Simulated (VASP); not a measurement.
Given:

```xyz
3
Lattice="1.7926 -3.1049 0.0000 1.7926 3.1049 0.0000 0.0000 0.0000 4.8731" Properties=species:S:1:pos:R:3 pbc="T T T"
Pt     0.0000     0.0000     0.0000
S      1.7926     1.0350     1.2216
S      1.7926    -1.0350     3.6515
```

Method: optB86b-vdW, VASP's PBE PAW potentials (set 64) (plane waves; VASP). Run with 520 eV cut-off, Gaussian smearing of 0.050 eV, potentials Pt S.

Unless said otherwise, spin-orbit coupling is left out, though it shifts the bands of the heavy elements here.

Task: Give the energies of bands 3 to 14 at the high-symmetry points, in eV from the valence-band maximum.

Result: 
| band | Γ | M | K | A | L | H |
|---|---|---|---|---|---|---|
| 3 | -7.19 | -7.39 | -6.87 | -6.66 | -7.71 | -6.52 |
| 4 | -6.71 | -6.00 | -6.23 | -6.66 | -6.20 | -6.52 |
| 5 | -6.71 | -5.38 | -6.23 | -5.46 | -5.76 | -6.25 |
| 6 | -3.97 | -4.20 | -4.72 | -4.01 | -4.93 | -4.49 |
| 7 | -3.97 | -3.67 | -4.72 | -4.01 | -3.39 | -4.49 |
| 8 | -2.29 | -3.58 | -3.68 | -2.99 | -3.34 | -4.15 |
| 9 | -1.36 | -3.33 | -2.76 | -1.74 | -2.99 | -3.55 |
| 10 | -1.36 | -3.23 | -1.67 | -1.74 | -2.94 | -2.27 |
| 11 | 0.00 | -2.72 | -1.67 | -1.37 | -1.48 | -2.27 |
| 12 | 1.52 | 1.01 | 0.37 | 2.31 | 1.14 | 1.95 |
| 13 | 1.52 | 2.31 | 0.37 | 2.31 | 1.77 | 1.95 |
| 14 | 4.12 | 5.23 | 4.66 | 5.37 | 4.96 | 6.68 |

The gap is indirect, 0.31 eV, from the valence maximum at Γ to the conduction minimum at H-A at 0.56.

The compound is PtS2 in the 1T layered structure. It was relaxed first.
